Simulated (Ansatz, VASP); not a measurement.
# Two plane-wave programs on Na2ClF

```
F Cl Na
1.0
     1.79783    1.03798    5.92066
    -1.79783    1.03798    5.92066
     0.00000   -2.07596    5.92066
F Cl Na
1 1 2
Direct
  0.00000 0.00000 0.00000
  0.50000 0.50000 0.50000
  0.26353 0.26353 0.26353
  0.73647 0.73647 0.73647
```

Change from the starting cell: biaxial_xy strain -0.7%.

Alike in both runs: task single point; functional PBE; k mesh 8 × 8 × 8; occupations fermi-dirac, width 0.02 eV; no spin polarisation.

```csv
,VASP,Ansatz
version,VASP 6.6.1,Ansatz 0.2.0
potentials or method,"VASP PAW PBE potentials, release 64 (F, Cl, Na_pv)","plane waves, PAW"
plane-wave cutoff (eV),520,420
valence electrons in the cell,28,32
```

```csv
,VASP,Ansatz,Ansatz less VASP
gap on the k mesh at the Fermi level (eV),4.33,4.33,+0.003
pressure (GPa),2.5,2.5,+0.07
largest component of the traceless stress (GPa),0.10,0.10,+0.006
rms of the force components (eV/Å),0.014,0.013,-0.0005
```

Atom by atom the forces differ by 0.001 eV/Å (rms over components). With one functional, cell and mesh, what is left measures potentials, basis and numerics. The two sets of potentials don't hold the same shells in valence.

A k mesh can miss the band edges.
